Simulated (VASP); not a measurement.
Sn3P2:

```
CELL_PARAMETERS angstrom
3.97113 0.00000 0.00000
-1.98557 3.43910 0.00000
0.00000 0.00000 18.78900
ATOMIC_POSITIONS crystal
Sn 0.00000 0.00000 0.25000
Sn 0.00000 0.00000 0.75000
Sn 0.33333 0.66667 0.93182
Sn 0.66667 0.33333 0.43182
Sn 0.33333 0.66667 0.56818
Sn 0.66667 0.33333 0.06818
P 0.33333 0.66667 0.14184
P 0.66667 0.33333 0.64184
P 0.33333 0.66667 0.35816
P 0.66667 0.33333 0.85816
```

The cell was built by a generator and needn't be a form met in nature.

- Program: VASP 6.6.1
- Task: relaxation of cell and atoms
- Functional: PBE
- Potentials or basis: VASP PAW PBE potentials, release 64 (Sn_d, P)
- Cutoff: 520 eV
- k mesh: 8 × 8 × 2
- Occupations: gaussian, width 0.1 eV
- Spin: no spin polarisation

At the start: pressure -1.3 GPa; volume 25.66 Å³/atom.

Task: How do energy, volume and symmetry change on relaxing?

Result: Over 14 steps the energy falls by 23.9 meV/atom and the volume is 24.47 Å³/atom (-4.6 %); space group P6_3/mmc (No. 194, to 0.05 Å).

The path:
| step | energy change (eV) | largest force (eV/Å) | pressure (GPa) | volume (Å³) |
| --- | --- | --- | --- | --- |
| 1 | 0.0000 | 0.5949 | -1.28 | 256.60 |
| 2 | -0.1071 | 0.5249 | -0.16 | 249.03 |
| 3 | -0.1415 | 0.4501 | 1.16 | 241.43 |
| 4 | -0.2001 | 0.1341 | 0.11 | 243.13 |
| 5 | -0.2016 | 0.1860 | -0.09 | 243.47 |
| 6 | -0.2258 | 0.1260 | 0.01 | 243.30 |
| 7 | -0.2348 | 0.0583 | 0.15 | 243.07 |
| 8 | -0.2350 | 0.0696 | 0.13 | 243.11 |
| 9 | -0.2370 | 0.0634 | -0.03 | 244.08 |
| 10 | -0.2378 | 0.0599 | -0.16 | 244.98 |
| 11 | -0.2390 | 0.0199 | -0.02 | 244.67 |
| 12 | -0.2391 | 0.0113 | 0.06 | 244.53 |
| 13 | -0.2391 | 0.0118 | 0.06 | 244.51 |
| 14 | -0.2393 | 0.0080 | 0.05 | 244.74 |

Final structure:
```
CELL_PARAMETERS angstrom
3.90591 0.00000 0.00000
-1.95295 3.38261 0.00000
0.00000 0.00000 18.52362
ATOMIC_POSITIONS crystal
Sn 0.00000 0.00000 0.25000
Sn 0.00000 0.00000 0.75000
Sn 0.33333 0.66667 0.93080
Sn 0.66667 0.33333 0.43080
Sn 0.33333 0.66667 0.56920
Sn 0.66667 0.33333 0.06920
P 0.33333 0.66667 0.15012
P 0.66667 0.33333 0.65012
P 0.33333 0.66667 0.34988
P 0.66667 0.33333 0.84988
```
